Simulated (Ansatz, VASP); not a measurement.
# Two plane-wave programs on Si2BiTe2

```
Si Bi Te
1.0
    -3.20209    3.20209    3.12463
     3.20209   -3.20209    3.12463
     3.20209    3.20209   -3.12463
Si Bi Te
2 1 2
Direct
  0.17448 0.17448 0.00000
  0.82552 0.82552 0.00000
  0.50000 0.50000 0.00000
  0.50000 0.00000 0.50000
  0.00000 0.50000 0.50000
```

Alike in both runs: task relaxation of cell and atoms; functional PBE; k mesh 4 × 4 × 4; occupations gaussian, width 0.1 eV; no spin polarisation.

|  | VASP | Ansatz |
| --- | --- | --- |
| version | VASP 6.6.1 | Ansatz 0.2.0 |
| potentials or method | VASP PAW PBE potentials, release 64 (Si, Bi_d, Te) | scalar-relativistic, plane waves, PAW |
| plane-wave cutoff (eV) | 600 | 420 |
| valence electrons in the cell | 35 | 55 |

|  | VASP | Ansatz | Ansatz less VASP |
| --- | --- | --- | --- |
| gap on the k mesh at the Fermi level, each at its own relaxed structure (eV) | none | none | - |
| relaxed volume (Å³/atom) | 30.72 | 30.77 | +0.049 |
| relaxed cell length with the largest relative difference (Å) | 6.000 | 6.000 | +0.0001 |
| energy change over the relaxation (meV/atom) | -1513 | -1532 | -18.7 |

A gap of «none» marks a metal or a gap that the smearing closes. The two sets of potentials don't hold the same shells in valence.

Caveats: the volume moved by over 15 % at a fixed basis, so the end points are rough (VASP); the bands computed are all filled at some k points, so no gap is given; spin-orbit coupling is left out, which moves the levels of the heavy elements.
